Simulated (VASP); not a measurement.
Consider the following.

```
Cd2SrP2
1.0
    4.26259     0.00000     0.00000
   -2.13129     3.69151     0.00000
    0.00000     0.00000     7.08615
Sr Cd P
1 2 2
Cartesian
  0.00000   0.00000   0.00000
  0.00000   2.46101   4.50035
  2.13130   1.23050   2.58581
  2.13130   1.23050   5.30706
  0.00000   2.46101   1.77909
```

Computed with LDA (Ceperley-Alder, Perdew-Zunger), VASP's LDA PAW potentials (set 64) (plane waves; VASP). Run with 400 eV cut-off, Gaussian smearing of 0.050 eV, potentials Sr_sv Cd P.

Problem. Give the energies of bands 17 to 25 at the high-symmetry points, in eV from the valence-band maximum.

Solution. 
| band | Γ | M | K | A | L | H |
|---|---|---|---|---|---|---|
| 17 | -5.00 | -5.25 | -4.65 | -3.92 | -4.97 | -4.74 |
| 18 | -1.32 | -4.10 | -4.65 | -1.89 | -4.83 | -4.74 |
| 19 | -1.32 | -2.68 | -4.01 | -0.89 | -2.56 | -3.49 |
| 20 | -0.13 | -2.19 | -2.19 | -0.89 | -2.49 | -2.59 |
| 21 | 0.00 | -2.19 | -2.19 | -0.67 | -1.02 | -1.76 |
| 22 | 0.00 | -1.45 | -1.81 | -0.67 | -0.94 | -1.76 |
| 23 | 0.83 | 1.09 | 2.94 | 0.89 | 1.25 | 2.29 |
| 24 | 0.99 | 2.81 | 3.06 | 1.83 | 1.96 | 2.29 |
| 25 | 2.31 | 3.04 | 3.06 | 2.89 | 2.20 | 4.09 |

The gap is direct, 0.83 eV, from the valence maximum at Γ to the conduction minimum at Γ.

The structure comes from a computed database's Cd2SrP2 entry (P-3m1); how it stands against other phases isn't given here. It was relaxed first, which changed the volume by -7 %.
